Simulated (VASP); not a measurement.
Consider the following.

```yaml
crystal:
  lattice:
    - [0.00000, 3.18741, 3.18741]
    - [3.18741, 0.00000, 3.18741]
    - [3.18741, 3.18741, 0.00000]
  atoms:
    - { symbol: Cd, position: [0.00000, 0.00000, 0.00000] }
    - { symbol: Se, position: [0.25000, 0.25000, 0.25000] }
```

Level of theory: vdW-DF2, VASP's PBE PAW potentials (set 64) (plane waves; VASP). Settings: 520 eV cut-off, 11×11×11 Γ-centred mesh, tetrahedra with Blöchl corrections, potentials Cd Se.

Question: What does the run give for the energy per atom (σ→0), band gap (on the k-mesh) with the smallest direct gap where there is one?

Answer: 
```json
{
  "band gap (on the k-mesh)": "0.04 eV",
  "smallest direct gap (on the k-mesh)": "0.04 eV",
  "energy per atom (σ→0)": "-0.122 eV/atom"
}
```

Only differences to runs with the same potentials and settings are physical.

The compound is CdSe in the zinc blende structure, whereas wurtzite is the usual form. It was relaxed first, which changed the volume by +17 %.
